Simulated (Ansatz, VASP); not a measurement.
# AlAu2 (Au-Al-Au stack, (111) layers): VASP beside Ansatz, part 2 of 2

Aim: how closely do two programs agree when they are given the same cell, functional and k mesh? The cell is taken from a series of runs on this material, whose earlier steps may have relaxed, scaled, displaced or heated it; both programs get it as it stands.

VASP 6.6.1 and Ansatz 0.2.0.

So far: Set-up; Ansatz: zone-centre phonons, LDA.

### 3. VASP: zone-centre phonons, LDA

Level of this step: LDA; plane waves and PAW (Au, Al) (VASP).

The same cell, functional (in two slightly different forms), mesh and smearing now go to VASP, with its own data sets.

Lines of VASP's logs that name or quote its potential files are left out, and so is its time.

INCAR

```
SYSTEM = AlAu2
PREC = Accurate
ENCUT = 500
EDIFF = 1E-08
NELM = 120
ISMEAR = 1
SIGMA = 0.2
LREAL = .FALSE.
ALGO = Normal
GGA = PW92
NBANDS = 18
LASPH = .TRUE.
LORBIT = 11
LWAVE = .FALSE.
LCHARG = .FALSE.
ISIF = 2
IBRION = 8
GGA_COMPAT = .FALSE.
NELMDL = -8
KPAR = 2
```

POSCAR

```
AlAu2
1.0
    2.9570459928      0.0000000000      0.0000000000
   -1.4785229964      2.5608769499      0.0000000000
    0.0000000000      0.0000000000     33.1530758754
Au Al
2 1
Direct
    1.0000000000      0.0000000000      0.1784815850
    0.6666666666      0.3333333334      0.2943716748
    0.3333333333      0.6666666667      0.2364266299
```

KPOINTS

```
Automatic mesh
0
Gamma
6 6 1
0 0 0
```

Potentials, in the order of the species: Au and Al (LDA family, release 64).

Command:

```
> mpirun -np 2 vasp_std
```

Numbers of over 12 decimals in the logs are rounded to 6 here.

What it wrote:

```text
[banner, memory and clock lines left out]
running    2 mpi-ranks, on    1 nodes
 distrk:  each k-point on    1 cores,    2 groups
 distr:  one band on    1 cores,    1 groups

 POSCAR found type information on POSCAR AuAl
 POSCAR found :  2 types and       3 ions
|                                                                             |
|               ----> ADVICE to this user running VASP <----                  |
|                                                                             |
|     You enforced a specific xc type in the INCAR file but a different       |
|     [... a line on the potential file left out ...]
|     I HOPE YOU KNOW WHAT YOU ARE DOING!                                     |
|                                                                             |

 LDA part: xc-table for (Slater(with rela. corr.)+PW92), standard interpolation
 POSCAR, INCAR and KPOINTS ok, starting setup
 FFT: planning ... GRIDC
 FFT: planning ... GRID_SOFT
 FFT: planning ... GRID
 WAVECAR not read
 entering main loop
       N       E                     dE             d eps       ncg     rms          rms(c)
DAV:   1     0.169788613396E+03    0.16979E+03   -0.83825E+03   252   0.977E+02
DAV:   2    -0.586574943789E+01   -0.17565E+03   -0.16769E+03   378   0.194E+02
DAV:   3    -0.141088963501E+02   -0.82431E+01   -0.81616E+01   296   0.507E+01
DAV:   4    -0.142202049269E+02   -0.11131E+00   -0.11124E+00   380   0.628E+00
DAV:   5    -0.142209894092E+02   -0.78448E-03   -0.78442E-03   354   0.434E-01
DAV:   6    -0.142210149485E+02   -0.25539E-04   -0.25537E-04   398   0.587E-02
DAV:   7    -0.142210161409E+02   -0.11924E-05   -0.11924E-05   362   0.700E-03
DAV:   8    -0.142210162373E+02   -0.96311E-07   -0.96410E-07   372   0.152E-03    0.123E+01
DAV:   9    -0.127011398424E+02    0.15199E+01   -0.67531E+00   268   0.213E+01    0.671E+00
DAV:  10    -0.126110588273E+02    0.90081E-01   -0.65436E-01   256   0.482E+00    0.336E+00
DAV:  11    -0.125907624787E+02    0.20296E-01   -0.51359E-02   300   0.125E+00    0.402E-01
DAV:  12    -0.125892650750E+02    0.14974E-02   -0.11989E-02   304   0.645E-01    0.169E-01
DAV:  13    -0.125889882082E+02    0.27687E-03   -0.33145E-03   296   0.405E-01    0.688E-02
DAV:  14    -0.125889497807E+02    0.38427E-04   -0.29559E-04   332   0.131E-01    0.183E-02
[...]
DAV:  18    -0.125889655622E+02   -0.78918E-05   -0.69359E-07   272   0.326E-03    0.242E-03
DAV:  19    -0.125889691790E+02   -0.36168E-05   -0.10213E-07   280   0.122E-03    0.469E-03
DAV:  20    -0.125889729328E+02   -0.37538E-05   -0.41734E-07   254   0.163E-03    0.162E-03
DAV:  21    -0.125889732000E+02   -0.26724E-06   -0.39054E-09   212   0.317E-04    0.601E-04
DAV:  22    -0.125889736962E+02   -0.49617E-06   -0.54556E-09   192   0.337E-04    0.193E-04
DAV:  23    -0.125889737997E+02   -0.10345E-06   -0.50523E-10   208   0.998E-05    0.222E-04
DAV:  24    -0.125889740647E+02   -0.26507E-06   -0.10176E-08   192   0.176E-04    0.148E-04
DAV:  25    -0.125889740678E+02   -0.30266E-08   -0.83126E-11   216   0.621E-05
   1 F= -.12588974E+02 E0= -.12590584E+02  d E =0.483121E-02
 Linear response reoptimize wavefunctions to high precision
DAV:   1    -0.125889740660E+02    0.17362E-08   -0.11940E-10   182   0.544E-05
DAV:   2    -0.125889740660E+02    0.23647E-10    0.57335E-11   180   0.223E-05
 Linear response DOF=           4
 Linear response progress:
  Degree of freedom:   1/  4
       N       E                     dE             d eps       ncg     rms          rms(c)
RMM:   1    -0.272369276224E+00   -0.27237E+00   -0.23337E-01  1211   0.373E+00
RMM:   2    -0.272720204916E+00   -0.35093E-03   -0.32186E-03  1087   0.416E-01    0.106E-01
RMM:   3    -0.272047298754E+00    0.67291E-03   -0.45496E-04  1118   0.133E-01    0.533E-02
RMM:   4    -0.271774753984E+00    0.27254E-03   -0.49584E-04  1178   0.127E-01    0.141E-02
RMM:   5    -0.271774174112E+00    0.57987E-06   -0.30077E-05  1154   0.358E-02    0.596E-03
RMM:   6    -0.271718630564E+00    0.55544E-04   -0.54375E-06  1197   0.133E-02    0.160E-03
RMM:   7    -0.271709588897E+00    0.90417E-05   -0.29922E-07  1218   0.350E-03    0.337E-04
RMM:   8    -0.271703320980E+00    0.62679E-05   -0.17151E-08  1251   0.793E-04    0.765E-05
RMM:   9    -0.271703087599E+00    0.23338E-06   -0.44661E-09  1245   0.155E-04    0.497E-05
RMM:  10    -0.271703346726E+00   -0.25913E-06    0.53199E-10  1247   0.839E-05    0.836E-06
RMM:  11    -0.271703342138E+00    0.45882E-08   -0.45953E-09  1233   0.286E-05    0.142E-06
 first order change of Fermi-energy   0.10162E-03
 force on displaced ion       1 direction 1 :  -1.666   0.000   0.001
 Linear response progress:
  Degree of freedom:   2/  4
       N       E                     dE             d eps       ncg     rms          rms(c)
RMM:   1    -0.352646682905E+00   -0.35265E+00   -0.24573E-01   446   0.377E+00
RMM:   2    -0.351248415861E+00    0.13983E-02   -0.43088E-03   392   0.464E-01    0.133E-01
RMM:   3    -0.351065022917E+00    0.18339E-03   -0.10721E-03   418   0.201E-01    0.102E-01
RMM:   4    -0.350947453152E+00    0.11757E-03   -0.15401E-04   417   0.765E-02    0.525E-02
RMM:   5    -0.351079883757E+00   -0.13243E-03   -0.89474E-05   419   0.629E-02    0.247E-02
RMM:   6    -0.351077365152E+00    0.25186E-05   -0.12121E-05   422   0.243E-02    0.481E-03
RMM:   7    -0.351047129361E+00    0.30236E-04   -0.10663E-06   432   0.465E-03    0.248E-03
RMM:   8    -0.351022966102E+00    0.24163E-04   -0.46854E-07   412   0.254E-03    0.432E-04
RMM:   9    -0.351018939985E+00    0.40261E-05    0.14894E-07   429   0.741E-04    0.221E-04
RMM:  10    -0.351017149874E+00    0.17901E-05    0.24211E-08   435   0.243E-04    0.102E-04
RMM:  11    -0.351016329945E+00    0.81993E-06   -0.40235E-08   434   0.262E-04    0.738E-05
RMM:  12    -0.351016996954E+00   -0.66701E-06   -0.12829E-08   442   0.176E-04    0.406E-05
RMM:  13    -0.351017192532E+00   -0.19558E-06   -0.84465E-08   455   0.152E-04    0.183E-05
RMM:  14    -0.351017087113E+00    0.10542E-06   -0.11233E-07   446   0.539E-05    0.119E-05
RMM:  15    -0.351017161380E+00   -0.74267E-07   -0.14430E-07   453   0.512E-05    0.640E-06
RMM:  16    -0.351017209273E+00   -0.47892E-07   -0.13050E-07   453   0.464E-05    0.291E-06
RMM:  17    -0.351017195540E+00    0.13733E-07   -0.90610E-08   403   0.189E-05    0.142E-06
RMM:  18    -0.351017200839E+00   -0.52992E-08   -0.25798E-08   369   0.162E-05    0.737E-07
 first order change of Fermi-energy   0.65475E+00
 force on displaced ion       1 direction 3 :  -0.000  -0.000  -6.310
 Linear response progress:
  Degree of freedom:   3/  4
       N       E                     dE             d eps       ncg     rms          rms(c)
RMM:   1    -0.405330227707E-02   -0.40533E-02   -0.26540E-03   969   0.434E-01
RMM:   2    -0.370603295158E-02    0.34727E-03   -0.10637E-04   723   0.692E-02    0.431E-02
RMM:   3    -0.367924124508E-02    0.26792E-04   -0.17761E-05   730   0.247E-02    0.249E-02
RMM:   4    -0.367320002110E-02    0.60412E-05   -0.14999E-05   765   0.220E-02    0.353E-03
RMM:   5    -0.366884091690E-02    0.43591E-05   -0.90310E-07   776   0.586E-03    0.562E-04
RMM:   6    -0.366818551994E-02    0.65540E-06   -0.33183E-08   791   0.124E-03    0.279E-04
RMM:   7    -0.366800418551E-02    0.18133E-06   -0.44921E-09   785   0.359E-04    0.712E-05
RMM:   8    -0.366791819020E-02    0.85995E-07   -0.37310E-09   792   0.829E-05    0.161E-05
RMM:   9    -0.366794655026E-02   -0.28360E-07   -0.94699E-10   796   0.235E-05    0.441E-06
RMM:  10    -0.366795149993E-02   -0.49497E-08   -0.59213E-10   814   0.688E-06    0.114E-06
 first order change of Fermi-energy  -0.28363E-03
 force on displaced ion       3 direction 1 :  -3.234   0.000   0.000
 Linear response progress:
  Degree of freedom:   4/  4
       N       E                     dE             d eps       ncg     rms          rms(c)
RMM:   1    -0.201147364674E-01   -0.20115E-01    0.91739E-02   660   0.116E+00
RMM:   2    -0.197191990107E-01    0.39554E-03   -0.23960E-03   395   0.274E-01    0.124E-01
RMM:   3    -0.197402844861E-01   -0.21085E-04   -0.33836E-03   440   0.190E-01    0.124E-01
RMM:   4    -0.193802535246E-01    0.36003E-03   -0.69115E-04   415   0.654E-02    0.628E-02
RMM:   5    -0.193526783831E-01    0.27575E-04   -0.14943E-04   426   0.210E-02    0.741E-03
RMM:   6    -0.193419527093E-01    0.10726E-04   -0.43517E-05   421   0.472E-03    0.319E-03
RMM:   7    -0.193359516634E-01    0.60010E-05   -0.12842E-05   425   0.408E-03    0.680E-04
RMM:   8    -0.193350295917E-01    0.92207E-06   -0.34151E-06   431   0.769E-04    0.291E-04
RMM:   9    -0.193349169294E-01    0.11266E-06   -0.91790E-07   435   0.492E-04    0.180E-04
RMM:  10    -0.193346890287E-01    0.22790E-06   -0.21207E-07   445   0.340E-04    0.113E-04
RMM:  11    -0.193346609790E-01    0.28050E-07   -0.19776E-07   455   0.381E-04    0.640E-05
RMM:  12    -0.193344980876E-01    0.16289E-06   -0.33812E-07   453   0.172E-04    0.410E-05
RMM:  13    -0.193344785658E-01    0.19522E-07   -0.33833E-07   444   0.664E-05    0.278E-05
RMM:  14    -0.193345035472E-01   -0.24981E-07   -0.83576E-08   456   0.852E-05    0.719E-06
RMM:  15    -0.193344996294E-01    0.39178E-08   -0.18932E-07   433   0.255E-05    0.549E-06
RMM:  16    -0.193345093299E-01   -0.97006E-08   -0.19978E-08   444   0.424E-05    0.234E-06
 first order change of Fermi-energy   0.40712E-03
 force on displaced ion       3 direction 3 :   0.000  -0.000 -12.891
 Linear response finished
```

From OUTCAR (step 3):

```text
ion  position               nearest neighbor table
   1  0.000  0.000  0.178-   3 2.57   3 2.57   3 2.57
   2  0.667  0.333  0.294-   3 2.57   3 2.57   3 2.57
   3  0.333  0.667  0.236-   2 2.57   1 2.57   2 2.57   1 2.57   2 2.57   1 2.57

  LATTYP: Found a hexagonal cell.
 ALAT       =     2.9570459928
 C/A-ratio  =    11.2115523249

 Subroutine GETGRP returns: Found 12 space group operations
 (whereof  6 operations were pure point group operations)

The static configuration has the point symmetry C_3v.
 The point group associated with its full space group is D_3d.

 Found      7 irreducible k-points:

   k-points           NKPTS =      7   k-points in BZ     NKDIM =      7   number of bands    NBANDS=     18

   dimension x,y,z NGX =    24 NGY =   24 NGZ =  250
   dimension x,y,z NGXF=    48 NGYF=   48 NGZF=  500

   ENCUT  =  500.0 eV  36.75 Ry    6.06 a.u.   5.39  5.39 60.45*2*pi/ulx,y,z

   NELECT =      25.0000    total number of electrons

 k-points in reciprocal lattice and weights: Automatic mesh
   0.00000000  0.00000000  0.00000000       0.028
   0.16666667 -0.00000000  0.00000000       0.167
   0.33333333 -0.00000000  0.00000000       0.167
   0.50000000 -0.00000000  0.00000000       0.083
   0.16666667  0.16666667  0.00000000       0.167
   0.33333333  0.16666667  0.00000000       0.333
   0.33333333  0.33333333  0.00000000       0.056

 average (electrostatic) potential at core
       1 -76.3766       2 -76.3766       3 -81.4787

  Total       -0.1775263     -0.1775263      0.0669773      0.0000000      0.0000000      0.0000000
  in kB       -1.1329289     -1.1329289      0.4274326      0.0000000      0.0000000      0.0000000
  external PRESSURE =      -0.6128084 kB  Pullay stress =       0.0000000 kB

  energy-cutoff  :      500.00
  volume of cell :      251.06
      direct lattice vectors                 reciprocal lattice vectors
     2.957045993  0.000000000  0.000000000     0.338175328  0.195245617  0.000000000
    -1.478522996  2.560876950  0.000000000     0.000000000  0.390491234  0.000000000
     0.000000000  0.000000000 33.153075875     0.000000000  0.000000000  0.030163114

 POSITION                                       TOTAL-FORCE (eV/Angst)
 -----------------------------------------------------------------------------------
      0.00000      0.00000      5.91721        -0.000000      0.000000     -0.023965
      1.47852      0.85363      9.75933         0.000000     -0.000000      0.023965
     -0.00000      1.70725      7.83827         0.000000      0.000000      0.000000
 -----------------------------------------------------------------------------------
    total drift:                                0.000000     -0.000000      0.000028

 Eigenvectors and eigenvalues of the dynamical matrix
 ----------------------------------------------------

   1 f  =   11.169910 THz    70.182615 2PiTHz  372.588096 cm-1    46.195016 meV
             X         Y         Z           dx          dy          dz
      0.000000  0.000000  5.917214     0.000000    0.000000   -0.179025
      1.478523  0.853626  9.759326     0.000000    0.000000   -0.179025
     -0.000000  1.707251  7.838270     0.000000    0.000000    0.967419

   2 f  =    5.594050 THz    35.148454 2PiTHz  186.597427 cm-1    23.135122 meV
             X         Y         Z           dx          dy          dz
      0.000000  0.000000  5.917214     0.178889    0.000001   -0.000000
      1.478523  0.853626  9.759326     0.178889    0.000001    0.000000
     -0.000000  1.707251  7.838270    -0.967470   -0.000007    0.000000

   3 f  =    5.594050 THz    35.148454 2PiTHz  186.597427 cm-1    23.135122 meV
             X         Y         Z           dx          dy          dz
      0.000000  0.000000  5.917214     0.000001   -0.178889   -0.000000
      1.478523  0.853626  9.759326     0.000001   -0.178889   -0.000000
     -0.000000  1.707251  7.838270    -0.000007    0.967470    0.000000

   4 f  =    2.768185 THz    17.393016 2PiTHz   92.336696 cm-1    11.448286 meV
             X         Y         Z           dx          dy          dz
      0.000000  0.000000  5.917214     0.000000   -0.000000    0.707107
      1.478523  0.853626  9.759326     0.000000    0.000000   -0.707107
     -0.000000  1.707251  7.838270    -0.000000   -0.000000    0.000000

   5 f  =    1.460363 THz     9.175731 2PiTHz   48.712466 cm-1     6.039573 meV
             X         Y         Z           dx          dy          dz
      0.000000  0.000000  5.917214    -0.707107    0.000000   -0.000000
      1.478523  0.853626  9.759326     0.707107   -0.000000    0.000000
     -0.000000  1.707251  7.838270     0.000000   -0.000000    0.000000

   6 f  =    1.460363 THz     9.175731 2PiTHz   48.712466 cm-1     6.039573 meV
             X         Y         Z           dx          dy          dz
      0.000000  0.000000  5.917214     0.000000    0.707107    0.000000
      1.478523  0.853626  9.759326    -0.000000   -0.707107   -0.000000
     -0.000000  1.707251  7.838270    -0.000000   -0.000000    0.000000

   7 f/i=    0.000032 THz     0.000199 2PiTHz    0.001054 cm-1     0.000131 meV
             X         Y         Z           dx          dy          dz
      0.000000  0.000000  5.917214     0.000000    0.000000    0.684069
      1.478523  0.853626  9.759326     0.000000    0.000000    0.684069
     -0.000000  1.707251  7.838270     0.000000    0.000000    0.253179

   8 f/i=    0.001126 THz     0.007078 2PiTHz    0.037576 cm-1     0.004659 meV
             X         Y         Z           dx          dy          dz
      0.000000  0.000000  5.917214     0.683207    0.035032   -0.000000
      1.478523  0.853626  9.759326     0.683207    0.035032    0.000000
     -0.000000  1.707251  7.838270     0.252655    0.012955    0.000000

   9 f/i=    0.001126 THz     0.007078 2PiTHz    0.037576 cm-1     0.004659 meV
             X         Y         Z           dx          dy          dz
      0.000000  0.000000  5.917214     0.035032   -0.683207   -0.000000
      1.478523  0.853626  9.759326     0.035032   -0.683207    0.000000
     -0.000000  1.707251  7.838270     0.012955   -0.252655    0.000000

 ELASTIC MODULI CONTR FROM IONIC RELAXATION (kBar)
 Direction    XX          YY          ZZ          XY          YZ          ZX
 --------------------------------------------------------------------------------
 XX        -167.2027   -158.7127   -216.9240      0.0000      5.7527     -0.0000
 YY        -158.7127   -167.2027   -216.9240      0.0000     -5.7527     -0.0000
 ZZ        -216.9240   -216.9240   -288.7622      0.0000     -0.0000     -0.0000
 XY           0.0000      0.0000      0.0000     -4.2450      0.0000     16.4938
 YZ           5.7527     -5.7527     -0.0000      0.0000     -7.7959     -0.0000
 ZX          -0.0000     -0.0000     -0.0000     16.4938     -0.0000    -64.0864
 --------------------------------------------------------------------------------
```

### 4. Side by side

Known differences besides the potentials themselves: Ansatz cuts the interaction across the vacuum, VASP repeats the sheet without a dipole correction; VASP's run holds the zone centre alone; the data sets hold 41 valence electrons in Ansatz (on its default PAW (the set named soft_2) files) and 25 in VASP; the cutoff is 420 eV in Ansatz and 500 eV in VASP; VASP's log shows a relativistic correction to its local exchange, Ansatz's none. Total energies have different zeros and are not compared.

Compared:

| quantity | Ansatz | VASP | difference |
| --- | --- | --- | --- |
| optical mode 1 to 2 (cm⁻¹) | 48.5 | 48.7 | -0.2 |
| optical mode 3 (cm⁻¹) | 92.0 | 92.3 | -0.42 % |
| optical mode 4 to 5 (cm⁻¹) | 184.6 | 186.6 | -1.09 % |
| optical mode 6 (cm⁻¹) | 371.1 | 372.6 | -0.39 % |

Modes are paired by rising frequency, not by their patterns, so a pair may set unlike modes beside each other; they are those without the splitting of longitudinal modes. Where the cell holds vacuum, a pressure given here is an average over it and none of the material.

### 5. Summary of results

| Quantity | Value |
| --- | --- |
| r.m.s. difference of the optical zone-centre modes, each program's sorted by frequency (zone-centre phonons, LDA) | 1.3 cm⁻¹ |
| difference in optical mode 4 to 5 (zone-centre phonons, LDA) | -1.1 % |

**Reading.** The r.m.s. difference of the optical zone-centre modes, each program's sorted by frequency is 1.3 cm⁻¹ (zone-centre phonons, LDA). The data sets hold unlike numbers of valence electrons (41 in Ansatz and 25 in VASP), so part of the differences may come from the potentials. Among the rows given in per cent, the largest difference of the zone-centre phonons, LDA pair is in optical mode 4 to 5, -1.1 %. Such differences can come from data sets, numerical settings and the points named under the comparisons, not from the functional's error against experiment.

[Lines on the potential files, build, host, timing and source positions are cut from VASP's logs without a mark.]

[Logs are printed without paths, hosts, clocks, repeated set-up lines and the standing remarks that a program may print on its own settings, such as how far it seeks lower states.]

[Hosts, paths, dates, database ids (printed as entryN), source tags and the programs' standing remarks are cut or masked in the printed files.]
